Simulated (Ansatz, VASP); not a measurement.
# Cross-check of Ta32H (interstitial H in bcc Ta, hop from a tetrahedral to the next tetrahedral site) between VASP and Ansatz, part 2 of 2

Aim: how closely do two programs agree when they are given the same cell, functional and k mesh? Of the first pair: The structure shown is the start of the Ansatz relaxation below; VASP solves that cell, so the two are compared at the walk's first step.

VASP 6.6.1 and Ansatz 0.2.0.

So far. Step 3 (VASP: single point, PBE, start cell, pair 1): The run ends at a pressure of 1.00 GPa, with forces up to 1.2 eV/Å.

### Step 6. VASP: single point, PBE, relaxed atoms in a fixed cell, pair 2

Level of this step: PBE; plane waves and PAW (Ta_pv, H) (VASP).

The same cell, functional, mesh and smearing now go to VASP, with its own data sets.

INCAR

```
SYSTEM = Ta32H
PREC = Accurate
ENCUT = 400
EDIFF = 1E-06
NELM = 120
ISMEAR = -1
SIGMA = 0.05
LREAL = Auto
ALGO = Normal
GGA = PE
NBANDS = 204
LASPH = .TRUE.
LORBIT = 11
LWAVE = .FALSE.
LCHARG = .FALSE.
ISIF = 2
GGA_COMPAT = .FALSE.
KPAR = 4
```

POSCAR

```
Ta32H
1.0
    0.0000000000      6.6411961400      6.6411961400
    6.6411961400      0.0000000000      6.6411961400
    6.6411961400      6.6411961400      0.0000000000
Ta H
32 1
Direct
    0.0000197814      0.0000289878      0.9999710122
    0.1241419533      0.1240158422      0.1263863734
    0.2504558311      0.2491419533      0.2490158422
    0.3766175275      0.3733824725      0.3681705430
    0.9990158422      0.0013863734      0.5004558311
    0.1246935123      0.1248696542      0.6256007596
    0.2483824725      0.2431705430      0.7568294570
    0.3758948788      0.3741051212      0.8764315613
    0.9998696542      0.5006007596      0.9998360739
    0.1248780244      0.6251219756      0.1245487389
    0.2491051212      0.7514315613      0.2485684387
    0.3756007596      0.8748360739      0.3746935123
    0.9985684387      0.5008948788      0.4991051212
    0.1181705430      0.6318294570      0.6266175275
    0.2493992404      0.7501303458      0.7503064877
    0.3745441689      0.8736136266      0.8759841578
    0.5001219756      0.9995487389      0.0004512611
    0.6249802186      0.1250197814      0.1250289878
    0.7498360739      0.2496935123      0.2498696542
    0.8763863734      0.3754558311      0.3741419533
    0.5003064877      0.0001639261      0.4993992404
    0.6264315613      0.1235684387      0.6258948788
    0.7504512611      0.2498780244      0.7501219756
    0.8751639261      0.3743992404      0.8751303458
    0.5008580467      0.4995441689      0.9986136266
    0.6251303458      0.6253064877      0.1251639261
    0.7499710122      0.7499802186      0.2500197814
    0.8745487389      0.8754512611      0.3748780244
    0.5068294570      0.5016175275      0.4983824725
    0.6259841578      0.6258580467      0.6245441689
    0.7486136266      0.7509841578      0.7508580467
    0.8750289878      0.8749710122      0.8749802186
    0.3125000000      0.4375000000      0.5625000000
```

KPOINTS

```
Automatic mesh
0
Gamma
4 4 4
0 0 0
```

The projector-augmented-wave data sets are Ta_pv and H (PBE family, release 64).

On the command line:

```console
$ mpirun -np 4 vasp_std
```

Log:

```text
[... set-up lines as in an earlier step ...]
 entering main loop
       N       E                     dE             d eps       ncg     rms          rms(c)
DAV:   1     0.357236990926E+04    0.35724E+04   -0.16837E+05  5408   0.150E+03
DAV:   2    -0.160405787861E+03   -0.37328E+04   -0.36344E+04  5548   0.497E+02
DAV:   3    -0.386572859364E+03   -0.22617E+03   -0.21145E+03  6672   0.101E+02
DAV:   4    -0.397191967120E+03   -0.10619E+02   -0.99319E+01  6248   0.171E+01
[...]
DAV:  15    -0.381943684977E+03    0.78504E-05   -0.19607E-05  6520   0.174E-02    0.616E-03
DAV:  16    -0.381943682759E+03    0.22184E-05   -0.25026E-06  3816   0.681E-03    0.261E-03
DAV:  17    -0.381943682517E+03    0.24184E-06   -0.72576E-07  3192   0.232E-03
   1 F= -.38194368E+03 E0= -.38178802E+03  d E =-.311324E+00
```

Parts of OUTCAR (step 6):

```text
  Total        2.9924324      3.3457661      2.9924324     -0.0000000      0.0000000      0.0000000
  in kB        8.1840073      9.1503403      8.1840073     -0.0000000      0.0000000      0.0000000
  external PRESSURE =       8.5061183 kB  Pullay stress =       0.0000000 kB

 POSITION                                       TOTAL-FORCE (eV/Angst)
 -----------------------------------------------------------------------------------
      6.64120      6.64113      0.00032         0.000000     -0.000596     -0.000960
      1.66297      1.66381      1.64806         0.000565      0.000501     -0.003583
      3.30836      3.31709      3.31793        -0.003583     -0.000501     -0.000565
      4.92480      4.94628      4.98090        -0.014193     -0.005542      0.000000
      3.33283      9.95829      6.64387         0.003583     -0.000501      0.000565
      4.98402      4.98285      1.65740         0.001545      0.001361     -0.002277
      6.64120      6.67581      3.26450         0.000000      0.005542     -0.014193
      8.30506      8.31695      4.98090         0.000482      0.004696      0.000000
      9.96470     13.28044      9.96492         0.002277     -0.001361      0.001545
      4.97871      1.65649      4.98090        -0.001878     -0.002592      0.000000
      6.64120      3.30515      6.64476         0.000000     -0.004696      0.000482
      8.29837      4.98285      8.30440        -0.001545      0.001361      0.002277
      6.64120      9.94634      9.95823         0.000000     -0.004696     -0.000482
      8.35759      4.94628      4.98090         0.014193     -0.005542      0.000000
[...]
-----------------------------------------------------------------------------------
    total drift:                                0.000000     -0.000000     -0.000000

  FREE ENERGIE OF THE ION-ELECTRON SYSTEM (eV)
  ---------------------------------------------------
  free  energy   TOTEN  =      -381.9436825172 eV

  energy  without entropy=     -381.6323584900  energy(sigma->0) =     -381.78802050

[... 2 further parts left out ...]
[key lines of the parts left out:]
E-fermi :   5.3754
```

The run ends at a pressure of 0.85 GPa, with forces up to 0.015 eV/Å.

### Step 7. Side by side

What differs besides the data sets and the points named for the pairs above, as far as they apply: the data sets hold 417 valence electrons in Ansatz (on its default PAW (the set named soft_2) files) and 353 in VASP. Total energies have different zeros and are not compared.

The largest component of a force difference here is 12 meV/Å.

### Step 8. Results

```json
{
 "r.m.s. force difference (single point, PBE, start cell, pair 1)": "1.4 % of the r.m.s. force",
 "r.m.s. force difference (single point, PBE, relaxed atoms in a fixed cell, pair 2)": "3.2 meV/Å"
}
```

What this shows: The r.m.s. force difference is 1.4 % of the r.m.s. force (single point, PBE, start cell, pair 1), within the 3 % picked in this series as the mark of a large difference. The data sets hold unlike numbers of valence electrons (417 in Ansatz and 353 in VASP), so part of the differences may come from the potentials. Such differences can come from data sets, numerical settings and the points named under the comparisons, not from the functional's error against experiment.

[Lines on the potential files, build, host, timing and source positions are cut from VASP's logs without a mark.]

[Logs are printed without paths, hosts, clocks, repeated set-up lines and the standing remarks that a program may print on its own settings, such as how far it seeks lower states.]

[Hosts, paths, dates, database ids (printed as entryN), source tags and the programs' standing remarks are cut or masked in the printed files.]
